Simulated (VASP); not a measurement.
Here is the system:

```
PtS2
1.0
    3.35403     0.00000     0.00000
   -1.67701     2.90467     0.00000
    0.00000     0.00000    16.79262
Pt S
1 2
Cartesian
  0.00000   0.00000   8.39631
  0.00000   1.93645   9.79262
  1.67701   0.96822   7.00001
```

These are PBE GGA, VASP's PBE PAW potentials (set 64) (plane waves; VASP 6.6.1) values and carry that method's errors. Settings: 300 eV cut-off, 11×11×1 Γ-centred mesh, Fermi-Dirac smearing of 0.10 eV, potentials Pt S.

At this cut-off the stress carries a Pulay error, which pulls relaxed volumes low. The cell holds a wide vacuum, so values per volume refer to the whole cell.

Question: Give the force on each atom (eV/Å).

Answer: 
| atom | Fx | Fy | Fz |
|---|---|---|---|
| Pt1 | 0.000 | 0.000 | 0.000 |
| S2 | 0.000 | 0.000 | -0.525 |
| S3 | 0.000 | 0.000 | 0.525 |

Question: Give the stress tensor in GPa (positive for a compressed cell).

Answer: 
```
 3.35   0.00   0.00
 0.00   3.35   0.00
 0.00   0.00  -1.61
```
The pressure is its mean diagonal, 1.70 GPa.

The cell is a sheet with vacuum, built from a generated structure.
